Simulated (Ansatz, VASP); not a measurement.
# Cu12C (Cu(111)-(r3xr3)R30-C, hcp site): VASP beside Ansatz, part 2 of 2

One calculation is typed for both programs; each brings its own data sets. How far apart do they land? The cell is taken from a series of runs on this material, whose earlier steps may have relaxed, scaled, displaced or heated it; both programs get it as it stands.

VASP 6.6.1 and Ansatz 0.2.0.

So far: Set-up; VASP: single point, PBE.

### Step 3. Ansatz: single point, PBE

Level of this step: Ansatz beside VASP: Kohn-Sham DFT, plane waves, PBE (Ansatz).

Ansatz runs on its default PAW (the set named soft_2) files.

The same cell, functional, mesh and smearing now go to Ansatz, which takes its cutoff from its data sets.

Input file input.yaml:

```yaml
crystal:
  lattice:
    - [4.4213289857, 0.0, 0.0]
    - [2.2106644929, 3.8289832201, 0.0]
    - [0.0, 0.0, 24.7782981627]
  atoms:
    - { symbol: Cu, position: [-1.7e-09, 0.0, 0.3430421228] }
    - { symbol: Cu, position: [0.333333335, 0.3333333317, 0.3430421228] }
    - { symbol: Cu, position: [0.6666666667, 0.6666666683, 0.3430421228] }
    - { symbol: Cu, position: [0.0, 0.6666666667, 0.4271574425] }
    - { symbol: Cu, position: [0.3333333333, 0.0, 0.4271574425] }
    - { symbol: Cu, position: [0.6666666667, 0.3333333333, 0.4271574425] }
    - { symbol: Cu, position: [0.0, 0.3333333333, 0.5108316745] }
    - { symbol: Cu, position: [0.3333333333, 0.6666666667, 0.5108316745] }
    - { symbol: Cu, position: [0.6666666667, 0.0, 0.513543334] }
    - { symbol: Cu, position: [0.0424858606, 0.0, 0.5991290306] }
    - { symbol: Cu, position: [0.2908474727, 0.3758191939, 0.5991290306] }
    - { symbol: Cu, position: [0.6666666667, 0.6241808061, 0.5991290306] }
    - { symbol: C, position: [0.6666666667, 1.0, 0.6291740732] }
kpoints:
  mp_grid: { grid: [18, 18, 1] }
hamiltonian:
  xc: pbe
scf:
  occupations: { method: fermi_dirac, width: 0.05 }
  convergence: { dr2_threshold: 1.0e-09 }
  n_extra_bands: 26
efield:
  axis: 3
  dipole_correction: true
  ramp_position: 0.97
  ramp_width: 0.06
output:
  band_densities:
    - { e_range: [-0.1, 0] }
    - { e_range: [-0.5, 0] }
    - { e_range: [-1.0, 0] }
    - { e_range: [0, 0.1] }
    - { e_range: [0, 0.5] }
    - { e_range: [0, 1.0] }
    - { e_range: [-2.0, -1.8] }
    - { e_range: [-1.8, -1.6] }
    - { e_range: [-1.6, -1.4] }
    - { e_range: [-1.4, -1.2] }
    - { e_range: [-1.2, -1.0] }
    - { e_range: [-1.0, -0.8] }
    - { e_range: [-0.8, -0.6] }
    - { e_range: [-0.6, -0.4] }
    - { e_range: [-0.4, -0.2] }
    - { e_range: [-0.2, 0.0] }
    - { e_range: [0.0, 0.2] }
    - { e_range: [0.2, 0.4] }
    - { e_range: [0.4, 0.6] }
    - { e_range: [0.6, 0.8] }
    - { e_range: [0.8, 1.0] }
    - { e_range: [1.0, 1.2] }
    - { e_range: [1.2, 1.4] }
    - { e_range: [1.4, 1.6] }
    - { e_range: [1.6, 1.8] }
    - { e_range: [1.8, 2.0] }
  band_residual_tolerance: 0.0001
  dos: { projected: true, e_range: [-5, 4] }
  write_potential: true
  write_density: true
  volumetric_format: npy
```

Command:

```console
ansatz run input.yaml --threads 4 --pin off --max-ram 12288MiB --backend cpu --events-out ev --progress --plain --runs-dir out
```

Numbers of over 12 decimals in the logs are rounded to 6 here.

The program printed:

```text
scf.n_extra_bands = 26 over 116 filled bands (N_el = 232.0): the run solves 142 bands
Engine: ansatz 0.2.0, aarch64-unknown-linux-gnu
Pseudopotentials: kind: paw
Pseudopotential: Cu, paw, valence charge 19, recommended cutoff 420 eV (normal), Cu.paw.azcp
Pseudopotential: C, paw, valence charge 4, recommended cutoff 420 eV (normal), C.paw.azcp
Functional definition: PBE
  parameter kappa = 0.804
  parameter beta = 0.066725
  exchange = pbe_x(kappa = kappa, mu = beta*pi^2/3)
  correlation = pbe_c(beta = beta)
Crystal: 13 atoms, lattice volume = 419.477 Å³
Basis set: ecut = 420 eV, 8261 PW (Γ)
Bands: 142, of which v1, the nominal top of the filled ones, is band 116 counted from 1 (115 counted from 0)
Symmetry: 6 space group operations
Space group: P31m (ITA 157), of the structure as read, at distance tolerance 7.5e-5 Å
k-points: 37 of 324 (time reversal used)
Non-local potential: Cu, projectors of the file, l = 0: 3, l = 1: 2, l = 2: 3, l = 3: 1
Non-local potential: C, projectors of the file, l = 0: 2, l = 1: 2, l = 2: 1
PAW form: soft (Blöchl's): semilocal exchange-correlation on the pseudo side does not see the compensation charge
PAW one-centre angular grid: Cu, 590 points (default); XC on 64 Gauss nodes
PAW one-centre angular grid: C, 110 points (default); XC on 64 Gauss nodes
Initial density: superposition of atomic densities (neutral atoms: chi_scale 0, normalization atom), corrected by the library's trained network
Initial wavefunctions: pseudopotential atomic-orbital guess
Functional: x = pbe(κ = 0.804, μ = 0.219515), c = pbe(β = 0.066725)
SCF iter   1: F=—  HF=-79747.305893 eV  |F-HF|=—  |Δ(HF+E_count)|=         —  Δρ=6.16e-3  dr2=1.44e0  ethr=1.77e-3  p=-0.022 e·Å  D=-9.50e-3 V/Å  ΔV_dip=0.24 eV  dr2_dipole=5.29e-1  V_vac-E_F(+/−)=5.11/4.87 eV  ⟨swp⟩=7.2  Hψ=22166  notcnv=0  defer=416
efield: sawtooth ramp at fractional position 0.9700 (set: `efield.ramp_position`, or a place that a band, a saddle search or an elastic batch's reference lends), width 0.0600; the density the first Hamiltonian is built on has a dipole p = -0.022 e·Å; the dipole correction subtracts the counter field D = -9.50e-3 V/Å, which shifts the + side's vacuum level by +0.24 eV against the − side's; the planar-averaged density in the ramp window peaks in size at 5.8e-5 e/Å³
preconditioner: auto → LDOS  [metal: Δε(μ)=0.043 eV  Ē_g=8.807 eV  σ=0.050 eV  W_gap=0.21  n_scr=108 (ndim 8)  ℏωp=21.1 eV  f_vac=0.608  D(μ)=3.19/eV (n_scr^D=8)  β→1.0]
SCF iter   2: F=—  HF=-79747.301583 eV  |F-HF|=—  |Δ(HF+E_count)|=   4.31e-3  Δρ=5.55e-3  dr2=6.32e-1  ethr=6.22e-4  p=-0.088 e·Å  D=-3.81e-2 V/Å  ΔV_dip=0.94 eV  dr2_dipole=1.82e-1  V_vac-E_F(+/−)=5.75/4.81 eV  ⟨swp⟩=2.1  Hψ=6368  notcnv=0  defer=648
SCF iter   3: F=—  HF=-79747.259860 eV  |F-HF|=—  |Δ(HF+E_count)|=   4.17e-2  Δρ=1.05e-3  dr2=1.05e-2  ethr=2.73e-4  p=-0.066 e·Å  D=-2.84e-2 V/Å  ΔV_dip=0.70 eV  dr2_dipole=8.65e-4  V_vac-E_F(+/−)=5.53/4.82 eV  ⟨swp⟩=2.0  Hψ=5168  notcnv=0  defer=648
SCF iter   4: F=—  HF=-79747.263258 eV  |F-HF|=—  |Δ(HF+E_count)|=   3.40e-3  Δρ=5.01e-4  dr2=1.80e-3  ethr=4.51e-6  p=-0.062 e·Å  D=-2.67e-2 V/Å  ΔV_dip=0.66 eV  dr2_dipole=1.07e-4  V_vac-E_F(+/−)=5.48/4.82 eV  ⟨swp⟩=2.1  Hψ=7420  notcnv=0  defer=646
SCF iter   5: F=—  HF=-79747.263195 eV  |F-HF|=—  |Δ(HF+E_count)|=   6.21e-5  Δρ=3.21e-4  dr2=2.87e-4  ethr=7.77e-7  p=-0.063 e·Å  D=-2.72e-2 V/Å  ΔV_dip=0.67 eV  dr2_dipole=9.08e-7  V_vac-E_F(+/−)=5.50/4.83 eV  ⟨swp⟩=2.8  Hψ=8058  notcnv=0  defer=646
SCF iter   6: F=—  HF=-79747.263213 eV  |F-HF|=—  |Δ(HF+E_count)|=   1.75e-5  Δρ=2.03e-4  dr2=1.33e-4  ethr=1.24e-7  p=-0.063 e·Å  D=-2.71e-2 V/Å  ΔV_dip=0.67 eV  dr2_dipole=6.92e-6  V_vac-E_F(+/−)=5.50/4.83 eV  ⟨swp⟩=2.5  Hψ=8488  notcnv=0  defer=646
SCF iter   7: F=—  HF=-79747.263226 eV  |F-HF|=—  |Δ(HF+E_count)|=   1.28e-5  Δρ=9.35e-5  dr2=3.37e-5  ethr=5.74e-8  p=-0.063 e·Å  D=-2.71e-2 V/Å  ΔV_dip=0.67 eV  dr2_dipole=4.95e-6  V_vac-E_F(+/−)=5.50/4.83 eV  ⟨swp⟩=2.0  Hψ=6929  notcnv=0  defer=646
SCF iter   8: F=—  HF=-79747.263231 eV  |F-HF|=—  |Δ(HF+E_count)|=   5.29e-6  Δρ=3.87e-5  dr2=5.03e-6  ethr=1.45e-8  p=-0.063 e·Å  D=-2.70e-2 V/Å  ΔV_dip=0.67 eV  dr2_dipole=3.53e-7  V_vac-E_F(+/−)=5.50/4.83 eV  ⟨swp⟩=2.0  Hψ=7121  notcnv=0  defer=646
SCF iter   9: F=—  HF=-79747.263546 eV  |F-HF|=—  |Δ(HF+E_count)|=   3.15e-4  Δρ=1.03e-5  dr2=5.31e-7  ethr=2.17e-9  p=-0.063 e·Å  D=-2.70e-2 V/Å  ΔV_dip=0.67 eV  dr2_dipole=3.51e-8  V_vac-E_F(+/−)=5.50/4.83 eV  ⟨swp⟩=2.0  Hψ=8226  notcnv=0  defer=646
SCF iter  10: F=—  HF=-79747.263546 eV  |F-HF|=—  |Δ(HF+E_count)|=   5.22e-7  Δρ=1.27e-5  dr2=4.71e-7  ethr=2.29e-10  p=-0.063 e·Å  D=-2.70e-2 V/Å  ΔV_dip=0.67 eV  dr2_dipole=2.21e-8  V_vac-E_F(+/−)=5.50/4.83 eV  ⟨swp⟩=2.1  Hψ=8253  notcnv=0  defer=646
[...]
E sigma→0 (E₀):  -79747.247492 eV
Entropy (-TS):   -0.032109 eV (-2.470 meV/atom)
Fermi energy:    2.524856 eV
Dipole field:    D = -0.026967 V/Å  (p = -0.062514 e·Å, saw-weighted, corrected)
Work function:   Φ+ = 5.5032 eV   Φ− = 4.8350 eV
Levels:          The Fermi level and band energies are counted from a zero that moves with the ramp; work functions are not
--- Per-component energies (eV) ---
  E_band       = -7585.678551
  E_kinetic    = 3679.240453
  E_local      = -570200.056810  (includes V_loc(G=0)·N_el)
  E_nonlocal   = 4704.780718
  E_hartree    = 280549.288832
  E_xc         = -1117.909028
  E_vxc        = -1439.642006  (∫ρ·V_xc dr)
  E_paw        = -20051.135499  (= ΣΔE_a)
  E_vpaw       = -5424.395790  (= ΣTr[D̂ρ^β])
  E_aug_tail   = 0.003115  (compensation charges beyond the density's cutoff)
  E_efield     = 0.000843  (sawtooth field / dipole correction)
  E_vefield    = -4.182993  (∫n·V_field dr)
  E_ewald      = 222688.555939
  E_smearing   = -0.032109  (= −TS)
  E_closure    = 0.000000  (closes the sum)
  Σ components = -79747.263547   (vs F -79747.263547, Δ=0.00e0)
--- Band table (eV; the first three rows and the last of 37) ---
  k-point 0: bands = [... 112 lower, 1.7905, 2.0567, 2.0567, 3.8864, 4.6505, 5.6993, 5.9695, 5.9695, ... 22 higher]
  k-point 1: bands = [... 112 lower, 1.8735, 1.9868, 2.0620, 3.9451, 4.6937, 5.1275, 5.4854, 5.6271, ... 22 higher]
  k-point 2: bands = [... 112 lower, 1.7734, 2.0736, 2.1179, 4.0453, 4.2821, 4.8157, 4.9313, 5.0671, ... 22 higher]
  k-point 36: bands = [... 112 lower, 0.9567, 0.9619, 1.1917, 1.6486, 1.6486, 2.5244, 3.4488, 3.4488, ... 22 higher]
--- Band densities, each state counted as filled ---
  window                                       electrons  max residual (eV)  cut levels
  e_range: [-0.1, 0]                            0.456790             3.6e-6           0
  e_range: [-0.5, 0]                            2.376543             3.6e-6           0
  e_range: [-1, 0]                              5.055556             3.6e-6           0
  e_range: [0, 0.1]                             0.370370             6.3e-6           0
  e_range: [0, 0.5]                             1.629630             2.6e-5           0
  e_range: [0, 1]                               4.302469             3.5e-5           0
  e_range: [-2, -1.8]                           8.012346             1.3e-6           0
  e_range: [-1.8, -1.6]                         9.370370             1.1e-6           0
  e_range: [-1.6, -1.4]                         6.253086             9.7e-7           0
  e_range: [-1.4, -1.2]                         1.364198             8.7e-7           0
  e_range: [-1.2, -1]                           1.388889             1.0e-6           0
  e_range: [-1, -0.8]                           1.043210             9.6e-7           0
  e_range: [-0.8, -0.6]                         1.191358             1.3e-6           0
  e_range: [-0.6, -0.4]                         1.086420             2.1e-6           0
  e_range: [-0.4, -0.2]                         1.000000             2.2e-6           0
  e_range: [-0.2, 0]                            0.734568             3.6e-6           0
  e_range: [0, 0.2]                             0.611111             2.1e-5           0
  e_range: [0.2, 0.4]                           0.740741             2.6e-5           0
  e_range: [0.4, 0.6]                           0.462963             3.5e-5           0
  e_range: [0.6, 0.8]                           1.574074             2.7e-5           0
  e_range: [0.8, 1]                             0.913580             1.6e-5           0
  e_range: [1, 1.2]                             0.833333             1.8e-5           0
  e_range: [1.2, 1.4]                           0.783951             3.2e-5           0
  e_range: [1.4, 1.6]                           0.833333             2.1e-5           0
  e_range: [1.6, 1.8]                           1.277778             1.1e-5           0
  e_range: [1.8, 2]                             0.975309             9.2e-6           0
```

### Step 4. Differences

Known differences besides the potentials themselves: the data sets hold 232 valence electrons in Ansatz (on its default PAW (the set named soft_2) files) and 136 in VASP; the cutoff is 420 eV in Ansatz and 520 eV in VASP. Total energies have different zeros and are not compared.

The two programs side by side:

| quantity | Ansatz | VASP | difference |
| --- | --- | --- | --- |
| work function, lower of the two faces (eV) | 4.84 | 4.81 | +0.02 |
| work function, higher of the two faces (eV) | 5.50 | 5.50 | 0.00 |

With vacuum in the cell, a pressure given here is an average over mostly empty space and none of the material.

### Step 5. Summary of results

```yaml
difference_in_work_function_lower_of_the_two_faces_single_point_pbe: 0.024 eV
```

In words: The difference in work function, lower of the two faces is 0.024 eV (single point, PBE). The data sets hold unlike numbers of valence electrons (232 in Ansatz and 136 in VASP), so part of the differences comes from the potentials. How closely two codes agree says nothing of how well the functional describes the real material.

[Lines on the potential files, build, host, timing and source positions are cut from VASP's logs without a mark.]

[Logs are printed without paths, hosts, clocks, repeated set-up lines and the standing remarks that a program may print on its own settings, such as how far it seeks lower states.]

[Hosts, paths, dates, database ids (printed as entryN), source tags and the programs' standing remarks are cut or masked in the printed files.]
